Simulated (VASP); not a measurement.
Input for VASP

KPOINTS:
```
Automatic mesh
0
Gamma
10 10 10
0 0 0
```

**POSCAR**
```
Li
1
    1.5090100000     0.8712270000     7.3095840000
   -1.5090100000     0.8712270000     7.3095840000
    0.0000000000    -1.7424550000     7.3095840000
Li
3
Direct
  0.7770300000   0.7770300000   0.7770300000
  0.2229700000   0.2229700000   0.2229700000
  0.0000000000   0.0000000000   0.0000000000
```

INCAR:
```
ALGO  =  Normal
EDIFF  =  1E-6
ENCUT  =  400
ISIF  =  2
ISMEAR  =  0
LASPH  =  T
LCHARG  =  F
LREAL  =  F
LWAVE  =  F
NELM  =  100
PREC  =  Accurate
SIGMA  =  0.2
SYSTEM  =  Li
```

POTCAR, in this order: Li_sv (LDA.64 set). Program: vasp_std.

Task: Translate this LDA calculation to Ansatz.

Result: One equivalent input (not run):
Ansatz 0.2 input:
```yaml
crystal:
  lattice:
    - [1.5090100, 0.8712270, 7.3095840]
    - [-1.5090100, 0.8712270, 7.3095840]
    - [0.0000000, -1.7424550, 7.3095840]
  atoms:
    - { symbol: Li, position: [0.7770300, 0.7770300, 0.7770300] }
    - { symbol: Li, position: [0.2229700, 0.2229700, 0.2229700] }
    - { symbol: Li, position: [0.0000000, 0.0000000, 0.0000000] }
kpoints:
  mp_grid: { grid: [10, 10, 10] }
hamiltonian:
  xc: lda
  pseudopotentials: { kind: paw }
scf:
  occupations: { method: gaussian, width: 0.2 }
  max_iter: 100
output: { forces: true, stress: true, eigenvalues: true }
```
What does not carry over: each code has its own PAW files, so the cut-off isn't converted (ENCUT is set for VASP's; basis.ecutwfc is left out, and Ansatz then takes the one that its files recommend); Ansatz stops its SCF on the density residual and VASP on the energy change (EDIFF); Ansatz's lda is the Perdew-Wang form, while the LDA potentials of VASP carry Perdew-Zunger's.

The structure comes from a computed database's Li entry (R-3m); how it stands against other phases isn't given here. The cell was not relaxed at this level.
